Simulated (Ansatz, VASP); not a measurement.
# One calculation of Ba2Tl5V3O12, two programs

```
CELL_PARAMETERS angstrom
8.15421 0.00000 0.00000
-4.07711 7.06176 0.00000
0.00000 0.00000 6.92128
ATOMIC_POSITIONS crystal
Ba 0.00000 0.00000 0.23552
Ba 0.00000 0.00000 0.76448
V 0.50000 0.00000 0.00000
V 0.00000 0.50000 0.00000
V 0.50000 0.50000 0.00000
Tl 0.50000 0.00000 0.50000
Tl 0.00000 0.50000 0.50000
Tl 0.50000 0.50000 0.50000
Tl 0.33333 0.66667 0.22489
Tl 0.66667 0.33333 0.77511
O 0.33890 0.34334 0.81444
O 0.65666 0.99556 0.81444
O 0.00444 0.66110 0.81444
O 0.34334 0.33890 0.18556
O 0.99556 0.65666 0.18556
O 0.66110 0.00444 0.18556
O 0.66110 0.65666 0.18556
O 0.34334 0.00444 0.18556
O 0.99556 0.33890 0.18556
O 0.65666 0.66110 0.81444
O 0.00444 0.34334 0.81444
O 0.33890 0.99556 0.81444
```

The cell was built by a generator and needn't be a form met in nature.

Alike in both runs: task atomic charges; functional PBE; k mesh 4 × 4 × 4; occupations fermi-dirac, width 0.05 eV; collinear spin, ferromagnetic start.

|  | VASP | Ansatz |
| --- | --- | --- |
| version | VASP 6.6.1 | Ansatz 0.2.0 |
| potentials or method | VASP PAW PBE potentials, release 64 (Ba_sv, V_sv, Tl_d, O) | Ansatz PAW |
| plane-wave cutoff (eV) | 520 | 420 |
| valence electrons in the cell | 196 | 196 |

|  | VASP | Ansatz | Ansatz less VASP |
| --- | --- | --- | --- |
| gap on the k mesh at the Fermi level (eV) | none | none | - |
| pressure (GPa) | 0.7 | 0.2 | -0.57 |
| largest component of the traceless stress (GPa) | 0.44 | 0.47 | +0.032 |
| rms of the force components (eV/Å) | 0.025 | 0.023 | -0.0011 |
| net moment per atom (μB) | 0.00 | 0.00 | 0.000 |

Atom by atom the forces differ by 0.032 eV/Å (rms over components). A gap of «none» marks a metal or a gap that the smearing closes. With one functional, cell and mesh, what is left measures potentials, basis and numerics.

Caveats: semilocal functionals often make such compounds metallic where correlation or magnetic order opens a gap, which also shifts bond lengths; the pressure holds a Pulay correction of +0.4 GPa for the finite cutoff (Ansatz); the starting moments weren't kept (Ansatz). Spin-orbit coupling is left out, which matters for the levels of Ba, Tl. With open d or f shells a metallic result of PBE can be an artefact of self-interaction; +U or a hybrid may open a gap.
